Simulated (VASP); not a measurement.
Given:

```xyz
4
Lattice="2.2077 -3.7961 0.0000 2.2077 3.7961 0.0000 0.0000 0.0000 4.5247" Properties=species:S:1:pos:R:3 pbc="T T T"
Ga     2.2077     2.6172     4.1483
Ga     2.2077     1.1789     1.8860
Ga     2.2077    -1.1789     2.6387
Ga     2.2077    -2.6172     0.3763
```

All values below come from PBE GGA, VASP's PBE PAW potentials (set 64) (plane waves; VASP). Numerical set-up: 480 eV cut-off, 8×8×6 Γ-centred mesh, first-order Methfessel-Paxton smearing of 0.10 eV, potentials Ga_d.

Q: Give the stress tensor in GPa (positive for a compressed cell).

A: 
```
3.75  0.00  0.00
0.00  4.26  0.00
0.00  0.00  3.92
```
The pressure is its mean diagonal, 3.98 GPa.

The compound is Ga in the alpha structure. This cell was strained or had an atom moved on purpose. Symmetry was kept, so distortions that lower it aren't found.
